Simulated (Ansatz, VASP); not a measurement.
# AgC: VASP beside Ansatz, part 2 of 3

Aim: how closely do two programs agree when they are given the same cell, functional and k mesh? The cell is generated by rule, not measured, and may not be a known phase. The cell is taken from a series of runs on this material, whose earlier steps may have relaxed, scaled, displaced or heated it; both programs get it as it stands.

VASP 6.6.1 and Ansatz 0.2.0.

So far: Set-up; Ansatz: zone-centre phonons, LDA.

## 3. VASP: zone-centre phonons, LDA

Level of this step: LDA; plane waves and PAW (Ag, C); invented cell (VASP).

The same cell, functional (in two slightly different forms), mesh and smearing now go to VASP, with its own data sets.

Lines of VASP's logs that name or quote its potential files are left out, and so is its time.

Input file INCAR:

```
SYSTEM = AgC
PREC = Accurate
ENCUT = 600
EDIFF = 1E-08
NELM = 120
ISMEAR = 1
SIGMA = 0.15
LREAL = .FALSE.
ALGO = Normal
GGA = CA
NBANDS = 21
LASPH = .TRUE.
LORBIT = 11
LWAVE = .FALSE.
LCHARG = .FALSE.
ISIF = 2
IBRION = 8
GGA_COMPAT = .FALSE.
KPAR = 2
```

Input file POSCAR:

```
AgC
1.0
    2.7425821448     -2.9269410057      0.0000000000
    2.7425821448      2.9269410057      0.0000000000
    0.0000000000      0.0000000000      3.1816100990
Ag C
2 2
Direct
    0.5000000000      0.0000000000      0.0000000000
    0.0000000000      0.5000000000      0.0000000000
    0.3878498629      0.6121501371      0.5000000000
    0.6121501371      0.3878498629      0.5000000000
```

Input file KPOINTS:

```
Automatic mesh
0
Gamma
10 10 12
0 0 0
```

The projector-augmented-wave data sets are Ag and C (LDA family, release 64).

The run is started by

```sh
$ mpirun -np 2 vasp_std
```

The log of the run:

```text
[banner, memory and clock lines left out]
running    2 mpi-ranks, on    1 nodes
 distrk:  each k-point on    1 cores,    2 groups
 distr:  one band on    1 cores,    1 groups

 POSCAR found type information on POSCAR AgC
 POSCAR found :  2 types and       4 ions
 LDA part: xc-table for (Slater(with rela. corr.)+CA(PZ))
 , standard interpolation
 POSCAR, INCAR and KPOINTS ok, starting setup
 FFT: planning ... GRIDC
 FFT: planning ... GRID_SOFT
 FFT: planning ... GRID
 WAVECAR not read
 entering main loop
       N       E                     dE             d eps       ncg     rms          rms(c)
DAV:   1     0.191997374910E+03    0.19200E+03   -0.16994E+04  9114   0.156E+03
DAV:   2    -0.188416428729E+02   -0.21084E+03   -0.20036E+03 10124   0.331E+02
DAV:   3    -0.282739114731E+02   -0.94323E+01   -0.92894E+01 10553   0.701E+01
DAV:   4    -0.283873956304E+02   -0.11348E+00   -0.11340E+00 10109   0.849E+00
DAV:   5    -0.283888746594E+02   -0.14790E-02   -0.14789E-02 10708   0.968E-01    0.167E+01
DAV:   6    -0.235702705190E+02    0.48186E+01   -0.21048E+01 11987   0.493E+01    0.136E+01
DAV:   7    -0.233331749538E+02    0.23710E+00   -0.37830E+00  9344   0.181E+01    0.650E+00
DAV:   8    -0.232825714450E+02    0.50604E-01   -0.22957E-01 10422   0.415E+00    0.215E+00
DAV:   9    -0.232713365856E+02    0.11235E-01   -0.32477E-02 10003   0.200E+00    0.255E-01
DAV:  10    -0.232712407827E+02    0.95803E-04   -0.44097E-03 10510   0.465E-01    0.893E-02
DAV:  11    -0.232711850895E+02    0.55693E-04   -0.38808E-04  9812   0.176E-01    0.184E-02
DAV:  12    -0.232711819187E+02    0.31708E-05   -0.58585E-05  9724   0.514E-02    0.168E-02
DAV:  13    -0.232711819594E+02   -0.40769E-07   -0.24779E-06 10727   0.124E-02    0.313E-03
DAV:  14    -0.232711818856E+02    0.73869E-07   -0.30845E-07 10276   0.375E-03    0.939E-04
DAV:  15    -0.232711818824E+02    0.31687E-08   -0.79779E-08 10276   0.179E-03
   1 F= -.23271182E+02 E0= -.23270862E+02  d E =-.958617E-03
 Linear response reoptimize wavefunctions to high precision
DAV:   1    -0.232711818777E+02    0.46757E-08   -0.14730E-08  9984   0.797E-04
DAV:   2    -0.232711818778E+02   -0.45475E-10   -0.41678E-10  4997   0.145E-04
 Linear response DOF=           6
 Linear response progress:
  Degree of freedom:   1/  6
       N       E                     dE             d eps       ncg     rms          rms(c)
RMM:   1    -0.309895863063E+00   -0.30990E+00   -0.23032E-01 25296   0.354E+00
RMM:   2    -0.301025769669E+00    0.88701E-02   -0.37321E-03 23142   0.453E-01    0.969E-02
RMM:   3    -0.300854519410E+00    0.17125E-03   -0.17904E-04 24775   0.818E-02    0.555E-02
RMM:   4    -0.300872099701E+00   -0.17580E-04   -0.16671E-04 24545   0.742E-02    0.123E-02
RMM:   5    -0.300896866557E+00   -0.24767E-04   -0.28099E-06 25346   0.111E-02    0.594E-03
RMM:   6    -0.300909860867E+00   -0.12994E-04   -0.45530E-07 25047   0.374E-03    0.114E-03
RMM:   7    -0.300904897571E+00    0.49633E-05   -0.74388E-08 25513   0.152E-03    0.422E-04
RMM:   8    -0.300902289956E+00    0.26076E-05   -0.88267E-09 25616   0.565E-04    0.843E-05
RMM:   9    -0.300901758376E+00    0.53158E-06   -0.14706E-09 26214   0.103E-04    0.398E-05
RMM:  10    -0.300901156284E+00    0.60209E-06    0.89756E-10 25915   0.423E-05    0.514E-06
RMM:  11    -0.300901132747E+00    0.23536E-07   -0.62424E-10 26581   0.969E-06    0.233E-06
RMM:  12    -0.300901117662E+00    0.15086E-07    0.17125E-09 24177   0.611E-06    0.689E-07
RMM:  13    -0.300901119917E+00   -0.22551E-08    0.14329E-10 12571   0.390E-06    0.249E-07
 first order change of Fermi-energy  -0.32849E-03
 force on displaced ion       1 direction 1 : -11.323  -3.293   0.000
 Linear response progress:
  Degree of freedom:   2/  6
       N       E                     dE             d eps       ncg     rms          rms(c)
RMM:   1    -0.309824361181E+00   -0.30982E+00   -0.23037E-01 25039   0.351E+00
RMM:   2    -0.303233217343E+00    0.65911E-02   -0.29935E-03 23030   0.417E-01    0.112E-01
RMM:   3    -0.302915372075E+00    0.31785E-03   -0.32858E-04 24283   0.106E-01    0.598E-02
RMM:   4    -0.302864926275E+00    0.50446E-04   -0.19596E-04 24322   0.800E-02    0.201E-02
RMM:   5    -0.302880466868E+00   -0.15541E-04   -0.11531E-05 25004   0.201E-02    0.846E-03
RMM:   6    -0.302877637899E+00    0.28290E-05   -0.14986E-06 23228   0.658E-03    0.171E-03
RMM:   7    -0.302862951936E+00    0.14686E-04   -0.10400E-07 25245   0.189E-03    0.548E-04
RMM:   8    -0.302857231185E+00    0.57208E-05   -0.12710E-08 25134   0.687E-04    0.133E-04
RMM:   9    -0.302854515887E+00    0.27153E-05   -0.26013E-10 25731   0.126E-04    0.169E-05
RMM:  10    -0.302854407729E+00    0.10816E-06   -0.43144E-10 25978   0.343E-05    0.815E-06
RMM:  11    -0.302854354766E+00    0.52963E-07   -0.19467E-09 26252   0.113E-05    0.327E-06
RMM:  12    -0.302854329585E+00    0.25181E-07    0.34068E-10 25301   0.992E-06    0.127E-06
RMM:  13    -0.302854333335E+00   -0.37501E-08    0.32014E-10 19428   0.540E-06    0.384E-07
 first order change of Fermi-energy   0.14812E-03
 force on displaced ion       1 direction 2 :  -3.294  -6.351   0.000
 Linear response progress:
  Degree of freedom:   3/  6
       N       E                     dE             d eps       ncg     rms          rms(c)
RMM:   1    -0.298265603583E+00   -0.29827E+00   -0.21588E-01 24772   0.350E+00
RMM:   2    -0.292123264253E+00    0.61423E-02   -0.34071E-03 23155   0.426E-01    0.902E-02
RMM:   3    -0.291920397723E+00    0.20287E-03   -0.15582E-04 24654   0.759E-02    0.519E-02
RMM:   4    -0.291883322502E+00    0.37075E-04   -0.17468E-04 24368   0.755E-02    0.106E-02
RMM:   5    -0.291910532573E+00   -0.27210E-04   -0.50037E-06 24841   0.144E-02    0.235E-03
RMM:   6    -0.291905334660E+00    0.51979E-05   -0.55835E-07 24827   0.427E-03    0.684E-04
RMM:   7    -0.291902419627E+00    0.29150E-05   -0.13214E-08 25723   0.762E-04    0.263E-04
RMM:   8    -0.291901346571E+00    0.10731E-05   -0.21839E-09 25466   0.296E-04    0.876E-05
RMM:   9    -0.291900258144E+00    0.10884E-05   -0.53576E-10 25771   0.102E-04    0.767E-06
RMM:  10    -0.291900219829E+00    0.38316E-07   -0.21799E-10 26375   0.188E-05    0.334E-06
RMM:  11    -0.291900191822E+00    0.28007E-07   -0.12752E-09 23431   0.607E-06    0.711E-07
RMM:  12    -0.291900189916E+00    0.19055E-08    0.75289E-10 16127   0.388E-06    0.249E-07
 first order change of Fermi-energy   0.45101E-03
 force on displaced ion       1 direction 3 :   0.000   0.000  -4.831
 Linear response progress:
  Degree of freedom:   4/  6
       N       E                     dE             d eps       ncg     rms          rms(c)
RMM:   1    -0.119085855455E+00   -0.11909E+00    0.30959E-02 34283   0.180E+00
RMM:   2    -0.115223206401E+00    0.38626E-02   -0.35733E-03 23538   0.384E-01    0.215E-01
RMM:   3    -0.115311559317E+00   -0.88353E-04   -0.11536E-03 24047   0.226E-01    0.164E-01
RMM:   4    -0.115504076592E+00   -0.19252E-03   -0.20106E-04 23643   0.850E-02    0.550E-02
RMM:   5    -0.115685079703E+00   -0.18100E-03   -0.64525E-05 24231   0.529E-02    0.233E-02
RMM:   6    -0.115627444079E+00    0.57636E-04   -0.36176E-06 24729   0.110E-02    0.257E-03
RMM:   7    -0.115615011782E+00    0.12432E-04   -0.16860E-07 24946   0.248E-03    0.480E-04
RMM:   8    -0.115613642935E+00    0.13688E-05    0.96190E-09 25188   0.354E-04    0.254E-04
RMM:   9    -0.115613493312E+00    0.14962E-06    0.10441E-08 25514   0.130E-04    0.361E-05
RMM:  10    -0.115613458210E+00    0.35102E-07   -0.10641E-09 25944   0.236E-05    0.201E-05
RMM:  11    -0.115613458165E+00    0.44505E-10   -0.36861E-09 25809   0.121E-05    0.718E-06
 first order change of Fermi-energy   0.33775E-03
 force on displaced ion       3 direction 1 :  -5.416  -0.010   0.000
 Linear response progress:
  Degree of freedom:   5/  6
       N       E                     dE             d eps       ncg     rms          rms(c)
RMM:   1    -0.135829651125E+00   -0.13583E+00    0.16973E-01 21510   0.221E+00
RMM:   2    -0.133823775047E+00    0.20059E-02   -0.69944E-03 14027   0.537E-01    0.363E-01
RMM:   3    -0.132379574160E+00    0.14442E-02   -0.62695E-03 14144   0.379E-01    0.170E-01
RMM:   4    -0.132644082153E+00   -0.26451E-03   -0.55420E-04 14264   0.150E-01    0.940E-02
RMM:   5    -0.133056493359E+00   -0.41241E-03   -0.11446E-04 14458   0.549E-02    0.385E-02
RMM:   6    -0.133213908720E+00   -0.15742E-03   -0.13628E-05 14562   0.233E-02    0.703E-03
RMM:   7    -0.133217194712E+00   -0.32860E-05   -0.55322E-07 14852   0.345E-03    0.313E-03
RMM:   8    -0.133212697728E+00    0.44970E-05   -0.16991E-07 14726   0.197E-03    0.462E-04
RMM:   9    -0.133213743287E+00   -0.10456E-05    0.22468E-09 15126   0.344E-04    0.151E-04
RMM:  10    -0.133213857739E+00   -0.11445E-06    0.20896E-08 15118   0.115E-04    0.260E-05
RMM:  11    -0.133213889693E+00   -0.31955E-07   -0.71414E-09 15457   0.278E-05    0.724E-06
RMM:  12    -0.133213876783E+00    0.12910E-07    0.72534E-10 15281   0.108E-05    0.180E-06
RMM:  13    -0.133213876509E+00    0.27400E-09   -0.28446E-09 12686   0.485E-06    0.517E-07
 first order change of Fermi-energy   0.70449E+00
 force on displaced ion       3 direction 2 :   0.000 -47.614   0.000
 Linear response progress:
  Degree of freedom:   6/  6
       N       E                     dE             d eps       ncg     rms          rms(c)
RMM:   1    -0.117671771918E+00   -0.11767E+00    0.42583E-02 32098   0.183E+00
RMM:   2    -0.114227670319E+00    0.34441E-02   -0.37770E-03 21687   0.391E-01    0.207E-01
RMM:   3    -0.114475807734E+00   -0.24814E-03   -0.51419E-04 21810   0.126E-01    0.106E-01
RMM:   4    -0.114993938483E+00   -0.51813E-03   -0.24005E-04 21589   0.840E-02    0.225E-02
RMM:   5    -0.114967747932E+00    0.26191E-04   -0.68422E-06 22921   0.165E-02    0.238E-03
RMM:   6    -0.114956389340E+00    0.11359E-04   -0.10629E-07 23195   0.225E-03    0.111E-03
RMM:   7    -0.114951897575E+00    0.44918E-05    0.14218E-08 23287   0.635E-04    0.319E-04
RMM:   8    -0.114951734230E+00    0.16335E-06   -0.55509E-09 23400   0.143E-04    0.144E-04
RMM:   9    -0.114951798057E+00   -0.63828E-07   -0.26631E-09 23588   0.592E-05    0.206E-05
RMM:  10    -0.114951756105E+00    0.41952E-07    0.39409E-09 23990   0.165E-05    0.832E-06
RMM:  11    -0.114951763211E+00   -0.71061E-08   -0.27520E-09 23483   0.641E-06    0.909E-07
 first order change of Fermi-energy  -0.21193E-03
 force on displaced ion       3 direction 3 :   0.000  -0.007  -5.614
 Linear response finished
```

(Part 2 of 3 ends here.)

[Lines on the potential files, build, host, timing and source positions are cut from VASP's logs without a mark.]

[Logs are printed without paths, hosts, clocks, repeated set-up lines and the standing remarks that a program may print on its own settings, such as how far it seeks lower states.]

[Hosts, paths, dates, database ids (printed as entryN), source tags and the programs' standing remarks are cut or masked in the printed files.]
